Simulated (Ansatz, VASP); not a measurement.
# H2Pt (CdI2 type (invented)): VASP beside Ansatz

One calculation is typed for both programs; each brings its own data sets. How far apart do they land? The cell is generated by rule, not measured, and may not be a known phase. Of the first pair: The two relaxations start from unlike cells of this crystal (the structure described is Ansatz's start), so only their ends are compared.

Calculated with Ansatz 0.2.0; plane waves, with VASP 6.6.1 beside it; relaxation of cell and atoms at PBE with D3(BJ).

## 1. The starting structure

The structure is trigonal, space group P-3m1 (No. 164). Conventional cell: a = 3.041 Å, b = 3.041 Å, c = 5.383 Å, α = 90.00°, β = 90.00°, γ = 120.00°. Nearest to Pt lie 6 H at 2.15 Å. Nearest to H lie 3 Pt at 2.15 Å. Farther neighbours are not listed.

Structure file:

```
Pt H
1.0
     3.04056    0.00000    0.00000
    -1.52028    2.63320    0.00000
     0.00000    0.00000    5.38261
Pt H
1 2
Direct
  0.00000 0.00000 0.00000
  0.33333 0.66667 0.23061
  0.66667 0.33333 0.76939
```

## 2. VASP: relaxation of cell and atoms, PBE with D3(BJ), pair 1

The relaxed volume is the usual yardstick between codes: in a stiff, nearly cubic crystal its relative difference is about their pressure difference at one cell divided by the bulk modulus.

Lines of VASP's logs that name or quote its potential files are left out, and so is its time.

File INCAR:

```
SYSTEM = H2Pt
PREC = Accurate
ENCUT = 500
EDIFF = 1E-07
NELM = 120
ISMEAR = 0
SIGMA = 0.1
LREAL = .FALSE.
ALGO = Normal
GGA = PE
IVDW = 12
NBANDS = 12
LASPH = .TRUE.
LORBIT = 11
LWAVE = .FALSE.
LCHARG = .FALSE.
ISIF = 3
IBRION = 2
NSW = 80
EDIFFG = -0.005
GGA_COMPAT = .FALSE.
NELMIN = 4
```

File POSCAR:

```
H2Pt
1.0
    2.8678305598      0.0000000432      0.0000000000
   -1.4339157141      2.4836138305      0.0000000000
    0.0000000000      0.0000000000      3.6304119261
Pt H
1 2
Direct
    0.0000000000      0.0000000000      0.0000000000
    0.3333333797      0.6666665401      0.2323330796
    0.6666666203      0.3333334599      0.7676669204
```

File KPOINTS:

```
Automatic mesh
0
Gamma
9 9 4
0 0 0
```

Potentials, in the order of the species: Pt and H (PBE family, release 64).

Command:

```
> mpirun -np 1 vasp_std
```

Numbers of over 12 decimals in the logs are rounded to 6 here.

Output:

```text
[banner, memory and clock lines left out]
running    1 mpi-ranks, on    1 nodes
 distrk:  each k-point on    1 cores,    1 groups
 distr:  one band on    1 cores,    1 groups

 POSCAR found type information on POSCAR PtH
 POSCAR found :  2 types and       3 ions
 LDA part: xc-table for (Slater+PW92), standard interpolation
 POSCAR, INCAR and KPOINTS ok, starting setup
 FFT: planning ... GRIDC
 FFT: planning ... GRID_SOFT
 FFT: planning ... GRID
 WAVECAR not read
 entering main loop
       N       E                     dE             d eps       ncg     rms          rms(c)
DAV:   1     0.426923356040E+02    0.42692E+02   -0.58392E+03  1072   0.867E+02
DAV:   2    -0.118961913380E+02   -0.54589E+02   -0.50609E+02  1212   0.178E+02
DAV:   3    -0.129918597734E+02   -0.10957E+01   -0.10885E+01  1240   0.246E+01
DAV:   4    -0.129979871505E+02   -0.61274E-02   -0.61268E-02  1180   0.207E+00
DAV:   5    -0.129980664350E+02   -0.79284E-04   -0.79285E-04  1244   0.244E-01    0.151E+01
DAV:   6    -0.124668604626E+02    0.53121E+00   -0.19226E+00  1052   0.103E+01    0.748E+00
DAV:   7    -0.124339579540E+02    0.32903E-01   -0.59992E-02  1116   0.185E+00    0.327E+00
DAV:   8    -0.124273989921E+02    0.65590E-02   -0.69917E-03  1144   0.611E-01    0.103E-01
DAV:   9    -0.124273948615E+02    0.41307E-05   -0.33178E-04  1092   0.132E-01    0.622E-02
DAV:  10    -0.124274165242E+02   -0.21663E-04   -0.40838E-05  1156   0.446E-02    0.110E-02
DAV:  11    -0.124274173479E+02   -0.82370E-06   -0.16131E-06  1148   0.102E-02    0.426E-03
DAV:  12    -0.124274174189E+02   -0.71006E-07   -0.47781E-07  1112   0.515E-03
   1 F= -.13185850E+02 E0= -.13183638E+02  d E =-.131859E+02
[... from here on, the cycles between the ionic steps are left out ...]
   2 F= -.13185885E+02 E0= -.13183698E+02  d E =-.352024E-04
   3 F= -.13185891E+02 E0= -.13183712E+02  d E =-.408117E-04
   4 F= -.13185891E+02 E0= -.13183730E+02  d E =-.409761E-04
   5 F= -.13185893E+02 E0= -.13183721E+02  d E =-.426841E-04
   6 F= -.13185916E+02 E0= -.13183771E+02  d E =-.230141E-04
   7 F= -.13185965E+02 E0= -.13183896E+02  d E =-.719123E-04
   8 F= -.13185964E+02 E0= -.13184026E+02  d E =-.715469E-04
   9 F= -.13185981E+02 E0= -.13183982E+02  d E =-.885772E-04
  10 F= -.13185985E+02 E0= -.13183986E+02  d E =-.308775E-05
 ZBRENT: can't locate minimum, use default step
 trial-energy change:   -0.000003  1 .order   -0.000003   -0.000003   -0.000003
 step:   3.5264(harm=  4.1574)  dis= 0.00090  next Energy=   -13.185989 (dE=-0.765E-05)
 bond charge predicted
       N       E                     dE             d eps       ncg     rms          rms(c)
DAV:   1    -0.124235304115E+02    0.53510E-03   -0.20443E-03  1052   0.387E-01    0.548E-02
DAV:   2    -0.124234332123E+02    0.97199E-04   -0.40405E-04  1060   0.154E-01    0.123E-02
DAV:   3    -0.124234323426E+02    0.86971E-06   -0.41489E-06  1140   0.162E-02    0.801E-03
DAV:   4    -0.124234326071E+02   -0.26450E-06   -0.19327E-06  1124   0.829E-03    0.216E-03
DAV:   5    -0.124234326260E+02   -0.18882E-07   -0.13986E-07   612   0.293E-03
  11 F= -.13185990E+02 E0= -.13183996E+02  d E =-.851594E-05
 curvature:  -2.83 expect dE=-0.146E-04 dE for cont linesearch -0.140E-06
 trial: gam= 1.23385 g(F)=  0.232E-05 g(S)=  0.283E-05 ort = 0.507E-06 (trialstep = 0.512E+00)
 search vector abs. value=  0.143E-04
 reached required accuracy - stopping structural energy minimisation
```

Parts of OUTCAR (step 2):

```text
ion  position               nearest neighbor table
   1  0.000  0.000  0.000-   2 1.86   3 1.86   3 1.86   2 1.86   2 1.86   3 1.86
   2  0.333  0.667  0.232-   1 1.86   1 1.86   1 1.86
   3  0.667  0.333  0.768-   1 1.86   1 1.86   1 1.86

  LATTYP: Found a hexagonal cell.
 ALAT       =     2.8678305598
 C/A-ratio  =     1.2659087943

 Subroutine GETGRP returns: Found 12 space group operations
 (whereof 12 operations were pure point group operations)

The static configuration has the point symmetry D_3d.

 Found     43 irreducible k-points:

   k-points           NKPTS =     43   k-points in BZ     NKDIM =     43   number of bands    NBANDS=     12

   dimension x,y,z NGX =    24 NGY =   24 NGZ =   28
   dimension x,y,z NGXF=    48 NGYF=   48 NGZF=   56

   ENCUT  =  500.0 eV  36.75 Ry    6.06 a.u.   5.23  5.23  6.62*2*pi/ulx,y,z

   NELECT =      12.0000    total number of electrons

 k-points in reciprocal lattice and weights: Automatic mesh
   0.00000000  0.00000000  0.00000000       0.003
   0.11111111 -0.00000000  0.00000000       0.019
   0.22222222 -0.00000000  0.00000000       0.019
   0.33333333 -0.00000000  0.00000000       0.019
   0.44444444 -0.00000000  0.00000000       0.019
   0.11111111  0.11111111  0.00000000       0.019
   0.22222222  0.11111111  0.00000000       0.037
   0.33333333  0.11111111  0.00000000       0.037
   0.44444444  0.11111111  0.00000000       0.019
[...]
0.33333333  0.22222222  0.50000000       0.037
   0.33333333  0.33333333  0.50000000       0.006

 Edisp (eV)   -0.76192

 average (electrostatic) potential at core
       1 -67.7489       2 -31.5136       3 -31.5136

 E-fermi :   6.8527

 k-point     1 :       0.0000    0.0000    0.0000
  band No.  band energies     occupation
    ...
      3       2.3727      2.00000
      4       2.3727      2.00000
      5       4.1641      2.00000
      6       4.8266      2.00000
      7       4.8266      2.00000
      8      16.3154      0.00000
      9      16.9066      0.00000
     10      20.8831      0.00000
     11      24.4091      0.00000
     12      24.4091      0.00000

 k-point     2 :       0.1111   -0.0000    0.0000
  band No.  band energies     occupation
    ...
      3       1.9041      2.00000
      4       2.6651      2.00000
      5       3.5352      2.00000
      6       4.7575      2.00000
      7       6.3742      2.00000
      8      16.1098      0.00000
      9      17.3055      0.00000
     10      19.3120      0.00000
     11      22.9453      0.00000
     12      23.2772      0.00000

 k-point     3 :       0.2222   -0.0000    0.0000
  band No.  band energies     occupation
    ...
      2       0.2162      2.00000
      3       2.3311      2.00000
      4       2.9219      2.00000
      5       3.4666      2.00000
      6       4.6016      2.00000
      7       8.4793      0.00000
      8      14.9181      0.00000
      9      16.9760      0.00000
     10      18.1060      0.00000
     11      20.6604      0.00000
    ...

 Edisp (eV)   -0.76256

  Total       0.00836     0.00836     0.00600    -0.00000     0.00000     0.00000
  in kB       0.52078     0.52078     0.37387    -0.00000     0.00000     0.00000
  external pressure =        0.47 kB  Pullay stress =        0.00 kB

  energy-cutoff  :      500.00
  volume of cell :       25.73
      direct lattice vectors                 reciprocal lattice vectors
     2.869273118  0.000000043 -0.000000000     0.348520322  0.201218386  0.000000000
    -1.434636993  2.484863122 -0.000000000    -0.000000006  0.402436650  0.000000000
    -0.000000000 -0.000000000  3.609000923     0.000000000  0.000000000  0.277084994

 POSITION                                       TOTAL-FORCE (eV/Angst)
 -----------------------------------------------------------------------------------
     -0.00000      0.00000      0.00000        -0.000000     -0.000000     -0.000000
      0.00000      1.65658      0.83930        -0.000000     -0.000000      0.004908
      1.43464      0.82829      2.76970         0.000000      0.000000     -0.004908
 -----------------------------------------------------------------------------------
    total drift:                                0.000000     -0.000000     -0.000000

  FREE ENERGIE OF THE ION-ELECTRON SYSTEM (eV)
  ---------------------------------------------------
  free  energy   TOTEN  =       -13.1859899602 eV

  energy  without entropy=      -13.1820019591  energy(sigma->0) =      -13.18399596

 reached required accuracy - stopping structural energy minimisation

 total charge
# of ion       s       p       d       tot
------------------------------------------
    1        0.581   0.597   8.260   9.438
    2        0.494   0.030   0.000   0.524
    3        0.494   0.030   0.000   0.524
--------------------------------------------------
tot          1.568   0.658   8.260  10.486

[... 3 further parts left out ...]
```

The k-mesh is coarse for a metal. Dispersion corrections of this kind ignore metallic screening and tend to overbind metals. The run keeps the 12 symmetry operations of its start, so it cannot find a distortion of lower symmetry.

## 3. Ansatz: relaxation of cell and atoms, PBE with D3(BJ), pair 1

Ansatz runs on its default PAW (the set named soft_2) files.

Its own start cell and the same functional, mesh and smearing now go to Ansatz, which takes its cutoff from its data sets.

File input.yaml:

```yaml
crystal:
  lattice:
    - [3.040559, 0.0, 0.0]
    - [-1.52028, 2.633201, 0.0]
    - [0.0, 0.0, 5.38261]
  atoms:
    - { symbol: Pt, position: [0.0, 0.0, 0.0] }
    - { symbol: H, position: [0.333333, 0.666667, 0.230614] }
    - { symbol: H, position: [0.666667, 0.333333, 0.769386] }
kpoints:
  mp_grid: { grid: [9, 9, 4] }
hamiltonian:
  xc: pbe
  dispersion: d3bj
scf:
  occupations: { method: gaussian, width: 0.1 }
output:
  forces: true
  stress: true
  eigenvalues: true
relax:
  adjacent_minimum: "off"
  f_tol: 0.05
  max_steps: 80
  cell: { stress_tol: 0.5 }
```

Command:

```
> ansatz run input.yaml --threads 2 --pin off --max-ram 5120MiB --backend cpu --events-out ev --progress --plain --runs-dir out
```

Output:

```text
Warning: the atoms were moved onto the symmetric positions of the space group found under crystal.symmetry.tolerance 1.0e-5 (fractional; no operation is sought that the atoms, as they stand in a round, miss by more than twice it, and no atom is moved by as much as it), and the run uses the moved positions. Before a round's move an operation carried an atom to 3.04e-6 Å from where it should land, the largest such dist [...]
The last accepted step is kept in <dir> (removed where the run ends without a failure and the disk answers)
Engine: ansatz 0.2.0, x86_64-unknown-linux-gnu
Pseudopotentials: kind: paw
Pseudopotential: Pt, paw, valence charge 18, recommended cutoff 420 eV (normal), Pt.paw.azcp
Pseudopotential: H, paw, valence charge 1, recommended cutoff 420 eV (normal), H.paw.azcp
Functional definition: PBE
  parameter kappa = 0.804
  parameter beta = 0.066725
  exchange = pbe_x(kappa = kappa, mu = beta*pi^2/3)
  correlation = pbe_c(beta = beta)
Crystal: 3 atoms, lattice volume = 43.095 Å³
Basis set: ecut = 420 eV, 857 PW (Γ), exchange–correlation on 48×48×72 points (8 copies of the dense FFT grid, shifted against one another)
Bands: 14, of which v1, the nominal top of the filled ones, is band 10 counted from 1 (9 counted from 0)
Symmetry: 12 space group operations
Space group: P-3m1 (ITA 164), of the structure as read, at distance tolerance 3.5e-5 Å
k-points: 43 of 324
Non-local potential: Pt, projectors of the file, l = 0: 3, l = 1: 2, l = 2: 2, l = 3: 1
Non-local potential: H, projectors of the file, l = 0: 2, l = 1: 1
PAW form: soft (Blöchl's): semilocal exchange-correlation on the pseudo side does not see the compensation charge
PAW one-centre angular grid: Pt, 590 points (default); XC on 64 Gauss nodes
PAW one-centre angular grid: H, 110 points (default); XC on 64 Gauss nodes
Initial density: superposition of atomic densities (neutral atoms: chi_scale 0, normalization atom), corrected by the library's trained network
Initial wavefunctions: pseudopotential atomic-orbital guess
Functional: x = pbe(κ = 0.804, μ = 0.219515), c = pbe(β = 0.066725)
SCF iter   1: F=—  HF=-12553.704323 eV  |F-HF|=—  |Δ(HF+E_count)|=         —  Δρ=6.28e-3  dr2=6.62e-3  ethr=1.77e-3  ⟨swp⟩=5.5  Hψ=2950  notcnv=0
[...]
SCF iter   5: F=—  HF=-12555.080503 eV  |F-HF|=—  |Δ(HF+E_count)|=   1.07e-5  Δρ=7.54e-6  dr2=7.05e-9  ethr=1.19e-9  ⟨swp⟩=2.1  Hψ=912  notcnv=0
SCF iter   6: F=-12555.080503 eV  HF=-12555.080503 eV  |F-HF|=2.96e-10  |Δ(HF+E_count)|=   3.18e-9  Δρ=1.53e-6  dr2=2.17e-10  ethr=1.50e-11  ⟨swp⟩=4.8  Hψ=2148  notcnv=0
the search or the solves at the SCF's close seem to have found levels that the self-consistency loop had missed (the run counts 1). By its estimate they hold under 1e-12 electrons; where the run keeps them, the occupations were computed again with them
SCF 11 converged in 6 iterations: F = -12555.080503 eV  dr2 = 2.17e-10
relax step  11: F+E_penalty+E_count = -12555.08050258 eV  Δ(F+E_penalty+E_count) = -6.320e-4 eV  max|allowed force component| = 2.859e-3 eV/Å  Δτ_max = 0.0022 Å  P = -0.241 GPa  Ω = 26.197 Å³  energy of the carried Pulay correction = +1.220e-2 eV  (6 SCF iters, accepted)
[...]
relax step  12: F+E_penalty+E_count = -12555.07979709 eV  Δ(F+E_penalty+E_count) = +7.055e-4 eV  max|allowed force component| = 9.019e-3 eV/Å  Δτ_max = 0.0202 Å  P = -0.005 GPa  Ω = 25.531 Å³  energy of the carried Pulay correction = +1.280e-2 eV  (6 SCF iters, rejected (line search))
[...]
relax step  13: F+E_penalty+E_count = -12555.08093847 eV  Δ(F+E_penalty+E_count) = -4.359e-4 eV  max|allowed force component| = 9.534e-4 eV/Å  Δτ_max = 0.0054 Å  P = -0.069 GPa  Ω = 26.029 Å³  energy of the carried Pulay correction = +1.235e-2 eV  (6 SCF iters, accepted)
[...]
relax step  14: F+E_penalty+E_count = -12555.07478631 eV  Δ(F+E_penalty+E_count) = +6.152e-3 eV  max|allowed force component| = 7.900e-4 eV/Å  Δτ_max = 0.0000 Å  P = -0.151 GPa  Ω = 26.029 Å³  stress off target by 3.09e-1 GPa  SCF on the basis re-selected at this cell (its energy is not comparable with the rows above)  (6 SCF iters)
basis re-selected at this cell: Δ(F+E_penalty+E_count) = +6.152e-3 eV, ΔP = -0.082 GPa vs the last step (what re-selecting the basis moved, of the pressure what is left beyond the Pulay correction that the steps carried, after the strain that the cell walked since its last selection, with what the two solves' SCF thresholds leave and, on support functions, any second-order correction that the steps lacked; it is no measure of the basis error at this ecutwfc). The dense FFT grid was sized anew with the basis: this SCF ran on 20×20×25 points, the steps before it on 24×24×36, so part of this shift can come from that change (see relax.cell in the input reference). [rest of the remark cut]
SCF converged after 6 iterations
Free energy (F): -12555.074786 eV
Harris-Foulkes:  -12555.074786 eV  (|F-HF|=3.64e-12)
Internal energy: -12555.069879 eV  (E = F + TS)
E sigma→0 (E₀):  -12555.072333 eV
Entropy (-TS):   -0.004907 eV (-1.636 meV/atom)
Fermi energy:    13.957542 eV
--- Per-component energies (eV) ---
  E_band       = -295.574058
  E_kinetic    = 665.487196
  E_local      = -2301.720496  (includes V_loc(G=0)·N_el)
  E_nonlocal   = 203.222674
  E_hartree    = 876.605295
  E_xc         = -279.628569
  E_vxc        = -325.958523  (∫ρ·V_xc dr)
  E_paw        = -9455.262950  (= ΣΔE_a)
  E_vpaw       = -289.813661  (= ΣTr[D̂ρ^β])
  E_aug_tail   = -0.001868  (compensation charges beyond the density's cutoff)
  E_ewald      = -2263.018086
  E_disp       = -0.753075  (pairwise vdW)
  E_smearing   = -0.004907  (= −TS)
  E_closure    = 0.000000  (closes the sum)
  Σ components = -12555.074786   (vs F -12555.074786, Δ=0.00e0)
--- Forces (eV/Å), atoms counted from 1 ---
  atom   1  Pt     0.00000000    -0.00000000     0.00000000
  atom   2  H     -0.00000000    -0.00000000    -0.00079001
  atom   3  H     -0.00000000     0.00000000     0.00079001
  max |Σ_I F_I| component: 1.73e-18 eV/Å
--- Stress (GPa, compression-positive) ---
       -0.071824       0.000000       0.000000
        0.000000      -0.071824      -0.000000
        0.000000      -0.000000      -0.308713
  P = ⅓ Tr σ = -0.1508 GPa (-1.508 kbar)
--- Band table (eV; the first three rows and the last of 43) ---
  k-point 0: bands = [... 6 lower, 9.4757, 9.4757, 11.1674, 11.9080, 11.9080, 23.2063, 23.9744, 27.8140]
  k-point 1: bands = [... 6 lower, 9.4947, 9.4947, 11.1152, 11.8217, 11.8217, 21.6392, 26.2200, 27.9072]
  k-point 2: bands = [... 6 lower, 9.5137, 9.5137, 11.2114, 11.7377, 11.7377, 21.0691, 25.7269, 29.7848]
  k-point 42: bands = [... 6 lower, 9.5639, 9.5639, 12.0078, 16.7040, 16.7040, 17.1745, 19.0073, 21.7282]
--- Relaxed structure (13 steps of the walk, 11 accepted, 1 SCFs on fresh bases) ---
  F+E_penalty+E_count = -12555.07478631 eV   max|allowed force component| = 7.900e-4 eV/Å   (the final SCF, on the basis selected at the relaxed cell)
  cell:  # Å, volume = 26.0292 Å³
    - [2.869281, 2.724137406610702e-7, -5.699624844870005e-18]
    - [-1.434641, 2.484870, 4.8242222968164255e-17]
    - [-1.008988361267448e-17, 9.278806472819492e-17, 3.650771]
  atoms:
    - { symbol: Pt, position: [0, 0, 0] }
    - { symbol: H, position: [0.333333, 0.666667, 0.230377] }
    - { symbol: H, position: [0.666667, 0.333333, 0.769623] }
```

## 4. Side by side

Known differences besides the potentials themselves: the data sets hold 20 valence electrons in Ansatz (on its default PAW (the set named soft_2) files) and 12 in VASP; the cutoff is 420 eV in Ansatz and 500 eV in VASP; Ansatz adds a Pulay correction to the stress that steers its cell, VASP none. Total energies have different zeros and are not compared.

The two programs side by side:

```csv
quantity,Ansatz,VASP,difference
volume (Å³),26.03,25.73,+1.16 %
"edge a after relaxation, in the typed setting (Å)",2.869,2.869,+0.00 %
"edge c after relaxation, in the typed setting (Å)",3.651,3.609,+1.16 %
```

[end of part 1 of 2]

[Lines on the potential files, build, host, timing and source positions are cut from VASP's logs without a mark.]

[Logs are printed without paths, hosts, clocks, repeated set-up lines and the standing remarks that a program may print on its own settings, such as how far it seeks lower states.]

[Hosts, paths, dates, database ids (printed as entryN), source tags and the programs' standing remarks are cut or masked in the printed files.]
